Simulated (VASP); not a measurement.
Given:

```xyz
1
Lattice="0.0000 2.0506 2.0506 2.0506 0.0000 2.0506 2.0506 2.0506 0.0000" Properties=species:S:1:pos:R:3 pbc="T T T"
Ag     0.0000     0.0000     0.0000
```

The numbers are results of r2SCAN meta-GGA, VASP's PBE PAW potentials (set 64) (plane waves; VASP), not measurements. Numerical set-up: 480 eV cut-off, 14×14×14 Γ-centred mesh, first-order Methfessel-Paxton smearing of 0.10 eV, potentials Ag.

Energy and stress use the plane-wave basis of the starting cell.

Question: The ions, cell shape and volume at an external pressure of 20.0 GPa are relaxed. Give the cell that the relaxation ends in.

Answer: 
```xyz
1
Lattice="0.0000 1.9646 1.9646 1.9646 0.0000 1.9646 1.9646 1.9646 0.0000" Properties=species:S:1:pos:R:3 pbc="T T T"
Ag     0.0000     0.0000     0.0000
```
Space group Fm-3m (225), at a tolerance of 0.03 Å.

Question: How do energy and volume change from the first to the last step?

Answer: The energy (σ→0) changes by +114.3 meV/atom and the volume by -12.1 %, in 7 ionic steps.

The compound is Ag in the fcc structure. This run relaxes it under an external pressure of 20 GPa. Symmetry was kept, so distortions that lower it aren't found.
